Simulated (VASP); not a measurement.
OSZICAR of a VASP run on SiC (wurtzite):

### OSZICAR
```
       N       E                     dE             d eps       ncg     rms          rms(c)
DAV:   1     0.366549028081E+02    0.36655E+02   -0.73336E+03   576   0.118E+03
DAV:   2    -0.305538834920E+02   -0.67209E+02   -0.61177E+02   860   0.191E+02
DAV:   3    -0.337102595134E+02   -0.31564E+01   -0.31302E+01   756   0.402E+01
DAV:   4    -0.337495504936E+02   -0.39291E-01   -0.39250E-01   708   0.524E+00
DAV:   5    -0.337502916212E+02   -0.74113E-03   -0.74100E-03   748   0.676E-01    0.123E+01
DAV:   6    -0.302078647728E+02    0.35424E+01   -0.10610E+01   700   0.207E+01    0.546E+00
DAV:   7    -0.301229468815E+02    0.84918E-01   -0.89406E-01   728   0.627E+00    0.242E+00
DAV:   8    -0.301076203094E+02    0.15327E-01   -0.46449E-02   672   0.161E+00    0.541E-01
DAV:   9    -0.301069461796E+02    0.67413E-03   -0.63476E-03   704   0.614E-01    0.132E-01
DAV:  10    -0.301072144784E+02   -0.26830E-03   -0.73919E-04   648   0.195E-01    0.546E-02
DAV:  11    -0.301072279390E+02   -0.13461E-04   -0.12218E-04   692   0.856E-02    0.126E-02
DAV:  12    -0.301072291581E+02   -0.12191E-05   -0.43954E-06   688   0.172E-02    0.312E-03
DAV:  13    -0.301072296045E+02   -0.44640E-06   -0.23724E-07   424   0.419E-03
   1 F= -.30107230E+02 E0= -.30107230E+02  d E =-.499923E-11
```

Q: Which electronic solver shows in the log?

A: It is blocked Davidson (ALGO = Normal, or the opening steps of other solvers). The INCAR had ALGO = Normal.

Q: Can the final energy be trusted as converged?

A: Self-consistency was reached. It stopped with EDIFF = 1E-6, NELM = 100 (PBE GGA, plane waves, VASP's PBE PAW potentials (set 64)).

The compound is SiC in the wurtzite structure, the rare 2H polytype. It was relaxed first.
